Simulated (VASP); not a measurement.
# Hf$_{3}$Bi (space group I4/mmm): computed properties

Calculation: LDA (Ceperley-Alder, Perdew-Zunger), VASP's LDA PAW potentials (set 64) (plane waves; VASP).

```yaml
space_group: I4/mmm (139)
cell: a = b = 4.2888 Å, c = 9.2970 Å, α = β = γ = 90.00°
volume_per_atom: 21.38 Å³/atom
band gap (over mesh and band path): none (metal, semimetal or under 0.01 eV)
density: 14.46 g/cm³
```

```cif
data_Bi2Hf6
_chemical_formula_sum 'Hf6 Bi2'
_space_group_name_H-M_alt 'I4/mmm'
_space_group_IT_number 139
_space_group_name_Hall '-I 4 2'
_cell_length_a 4.28880
_cell_length_b 4.28880
_cell_length_c 9.29695
_cell_angle_alpha 90.000
_cell_angle_beta 90.000
_cell_angle_gamma 90.000
loop_
_atom_site_label
_atom_site_type_symbol
_atom_site_symmetry_multiplicity
_atom_site_Wyckoff_symbol
_atom_site_fract_x
_atom_site_fract_y
_atom_site_fract_z
_atom_site_occupancy
Hf1 Hf 4 d 0.00000 0.50000 0.25000 1
Hf2 Hf 2 b 0.00000 0.00000 0.50000 1
Bi1 Bi 2 a 0.00000 0.00000 0.00000 1
```
(The calculation used a cell of 4 atoms; values per cell refer to that cell.)

Unless said otherwise, spin-orbit coupling is left out, though it shifts the bands of the heavy elements here.

The structure comes from a computed database's Hf3Bi entry (I4/mmm); how it stands against other phases isn't given here. It was relaxed first, which changed the volume by -7 %. Symmetry was kept, so distortions that lower it aren't found. The electron count is odd and the run is not spin-polarised, which forces a metal.
